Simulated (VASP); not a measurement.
All values below come from PBE GGA with D3 dispersion (Becke-Johnson damping), VASP's PBE PAW potentials (set 64) (plane waves; VASP 6.6.1).

VASP ran on this input.

**INCAR**
```
LEFG=.True.
ALGO=Normal
GGA=PE
LWAVE=.False.
PREC=Accurate
ISIF=2   # forces and stress, cell fixed
LREAL=.False.   # projection in real space or not
ENCUT=520   # plane-wave cut-off (eV)
EDIFF=1E-7   # SCF stop (eV)
ISMEAR=-5   # tetrahedra, Bloechl
LORBIT=11   # lm-projected
IVDW=12   # D3, Becke-Johnson
NELM=100   # most electronic steps
LCHARG=.True.
SYSTEM=BN
NEDOS=601   # DOS grid
LASPH=.True.   # aspherical one-centre terms
```

POSCAR:
```
BN
1.0
  1.2534759568  -2.1710844336   0.0000000000
  1.2534759568   2.1710844336   0.0000000000
  0.0000000000   0.0000000000   6.6584106744
B N
2 2
Cart
  1.2534759568   0.7236962586   1.6646026686
  1.2534759568  -0.7236962586   4.9938080058
  1.2534759568  -0.7236962586   1.6646026686
  1.2534759568   0.7236962586   4.9938080058
```

### KPOINTS
```
Automatic mesh
0
Gamma
11 11 4
0 0 0
```

POTCAR, in this order: B N (PBE.64 set). Program: vasp_std.

Output

OSZICAR:
```
       N       E                     dE             d eps       ncg     rms          rms(c)
DAV:   1     0.656674248672E+02    0.65667E+02   -0.85642E+03  1176   0.124E+03
DAV:   2    -0.343507917534E+02   -0.10002E+03   -0.91377E+02  1652   0.267E+02
DAV:   3    -0.386525336102E+02   -0.43017E+01   -0.42774E+01  1472   0.589E+01
DAV:   4    -0.386946265781E+02   -0.42093E-01   -0.42067E-01  1416   0.634E+00
DAV:   5    -0.386952423402E+02   -0.61576E-03   -0.61571E-03  1456   0.765E-01    0.112E+01
DAV:   6    -0.355174594614E+02    0.31778E+01   -0.80607E+00  1312   0.233E+01    0.507E+00
DAV:   7    -0.352351703428E+02    0.28229E+00   -0.47375E-01  1428   0.610E+00    0.313E+00
DAV:   8    -0.351579972803E+02    0.77173E-01   -0.28477E-01  1412   0.412E+00    0.388E-01
DAV:   9    -0.351551766475E+02    0.28206E-02   -0.10907E-02  1352   0.949E-01    0.183E-01
DAV:  10    -0.351561039335E+02   -0.92729E-03   -0.12522E-03  1412   0.311E-01    0.380E-02
DAV:  11    -0.351562023683E+02   -0.98435E-04   -0.20047E-04  1436   0.126E-01    0.276E-02
DAV:  12    -0.351561989701E+02    0.33982E-05   -0.46137E-05  1424   0.606E-02    0.441E-03
DAV:  13    -0.351561992616E+02   -0.29155E-06   -0.17696E-06  1424   0.123E-02    0.974E-04
DAV:  14    -0.351561993643E+02   -0.10272E-06   -0.16238E-07  1320   0.340E-03    0.490E-04
DAV:  15    -0.351561993627E+02    0.16212E-08   -0.52696E-09   900   0.688E-04
   1 F= -.35717582E+02 E0= -.35717582E+02  d E =0.000000E+00
```

### OUTCAR
```
------------------------ aborting loop because EDIFF is reached ----------------------------------------
 Edisp (eV)   -0.56138
  FORCE on cell =-STRESS in cart. coord.  units (eV):
  Direction    XX          YY          ZZ          XY          YZ          ZX
  --------------------------------------------------------------------------------------
  Total      -0.00852    -0.00852    -0.07381     0.00000     0.00000    -0.00000
  in kB      -0.37649    -0.37649    -3.26305     0.00000     0.00000    -0.00000
  external pressure =       -1.34 kB  Pullay stress =        0.00 kB
  volume of cell :       36.24
      direct lattice vectors                 reciprocal lattice vectors
     1.253475957 -2.171084434  0.000000000     0.398890778 -0.230299657  0.000000000
     1.253475957  2.171084434  0.000000000     0.398890778  0.230299657  0.000000000
     0.000000000  0.000000000  6.658410674     0.000000000  0.000000000  0.150185990
  FREE ENERGIE OF THE ION-ELECTRON SYSTEM (eV)
  ---------------------------------------------------
  free  energy   TOTEN  =       -35.7175816377 eV

  energy  without entropy=      -35.7175816377  energy(sigma->0) =      -35.71758164

 total charge

# of ion       s       p       d       tot
------------------------------------------
    1        0.743   1.421   0.000   2.164
    2        0.743   1.421   0.000   2.164
    3        1.225   2.795   0.000   4.020
    4        1.225   2.795   0.000   4.020
--------------------------------------------------
tot          3.937   8.432   0.000  12.368

 Electric field gradients after diagonalization (V/A^2)
 (convention: |V_zz| > |V_xx| > |V_yy|)
----------------------------------------------------------------------
 ion       V_xx      V_yy      V_zz     asymmetry (V_yy - V_xx)/ V_zz
----------------------------------------------------------------------
   1     -17.506   -17.505    35.011       0.000
   2     -17.506   -17.505    35.011       0.000
   3      -0.661    -0.660     1.322       0.001
   4      -0.661    -0.660     1.322       0.001
```
(Selected blocks of OUTCAR.)

The compound is BN in the hex structure. It was relaxed first.
